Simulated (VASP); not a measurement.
CuI (zinc blende), at 1.04 of the tabulated volume:

```yaml
crystal:
  lattice:
    - [0.00000, 3.06481, 3.06481]
    - [3.06481, 0.00000, 3.06481]
    - [3.06481, 3.06481, 0.00000]
  atoms:
    - { symbol: Cu, position: [0.00000, 0.00000, 0.00000] }
    - { symbol: I, position: [0.25000, 0.25000, 0.25000] }
```

The lowest empty band near Γ, direction [100], from mBJ (TB09) with spin-orbit coupling in VASP (PAW); its two spin partners are averaged. The gap over the points computed is 2.00 eV, and the next band on that side lies 3.20 eV away at the edge.

Numerical set-up: 400 eV cut-off, 8×8×8 Γ-centred mesh, Gaussian smearing of 0.050 eV, potentials Cu I.

```json
[
 {"distance from the edge in k (1/Å)": "0.018", "distance in energy (meV)": "4.9"},
 {"distance from the edge in k (1/Å)": "0.025", "distance in energy (meV)": "9.5"},
 {"distance from the edge in k (1/Å)": "0.035", "distance in energy (meV)": "18.5"},
 {"distance from the edge in k (1/Å)": "0.050", "distance in energy (meV)": "37.6"},
 {"distance from the edge in k (1/Å)": "0.070", "distance in energy (meV)": "72.8"}
]
```

Fit E(1 + αE) = ħ²k²/2m* (ħ²/2m0 = 3.810 eV Å²) and predict the row at 0.095 1/Å.

Least squares on the energies gives the electron mass m* = 0.250 m0 and α = 0.34 per eV, and so 131.6 meV. The run gave 131.5 meV, -0.1 meV from the fit.

Left out are points under 3 meV from the edge, since the levels carry 0.1 meV, and points farther than half the way to the next band.

The compound is CuI in the zinc blende structure. The cell was not relaxed at this level.
